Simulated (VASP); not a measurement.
VASP ran on this input.

INCAR:
```
# general
SYSTEM =BaSi
PREC   =Accurate
ENCUT  =400
LREAL  =F
LASPH  =T

# electronic loop
EDIFF  =1E-6
NELM   =100
ALGO   =Normal
LMAXMIX=4

# smearing
ISMEAR =1
SIGMA  =0.1

# ions
IBRION =2
NSW    =60
ISIF   =3
EDIFFG =-0.02

# output
LWAVE  =F
LCHARG =F
```

POSCAR:
```
BaSi
1
    2.4453657193    -5.9830568112    -0.0000000000
    2.4453657193     5.9830568112     0.0000000000
    0.0000000000     0.0000000000     4.0545733841
Ba Si
2 2
Direct
  0.1425035938   0.8574964062   0.2500000000
  0.8574964062   0.1425035938   0.7500000000
  0.4426817621   0.5573182379   0.2500000000
  0.5573182379   0.4426817621   0.7500000000
```

KPOINTS:
```
Automatic mesh
0
Gamma
6 6 7
0 0 0
```

POTCAR, in this order: Ba_sv Si (LDA.64 set). Program: vasp_std.

**Question.** Write an equivalent input for Ansatz.

**Answer.** One equivalent input (not run):
Ansatz 0.2 input:
```yaml
crystal:
  lattice:
    - [2.4453657, -5.9830568, 0.0000000]
    - [2.4453657, 5.9830568, 0.0000000]
    - [0.0000000, 0.0000000, 4.0545734]
  atoms:
    - { symbol: Ba, position: [0.1425036, 0.8574964, 0.2500000] }
    - { symbol: Ba, position: [0.8574964, 0.1425036, 0.7500000] }
    - { symbol: Si, position: [0.4426818, 0.5573182, 0.2500000] }
    - { symbol: Si, position: [0.5573182, 0.4426818, 0.7500000] }
kpoints:
  mp_grid: { grid: [6, 6, 7] }
hamiltonian:
  xc: lda
  pseudopotentials: { kind: paw }
scf:
  occupations: { method: methfessel_paxton, width: 0.1 }
  max_iter: 100
relax:
  max_steps: 60
  f_tol: 0.02
  cell: {}
output: { forces: true, stress: true, eigenvalues: true }
```
The two are equivalent in intent, not identical: each code has its own PAW files, so the cut-off isn't converted (ENCUT is set for VASP's; basis.ecutwfc is left out, and Ansatz then takes the one that its files recommend); Ansatz stops its SCF on the density residual and VASP on the energy change (EDIFF); Ansatz's lda is the Perdew-Wang form, while the LDA potentials of VASP carry Perdew-Zunger's.

The structure comes from a computed database's BaSi entry (Cmcm); how it stands against other phases isn't given here. This run relaxes it. Symmetry was kept, so distortions that lower it aren't found. The start is the result of an earlier pass.
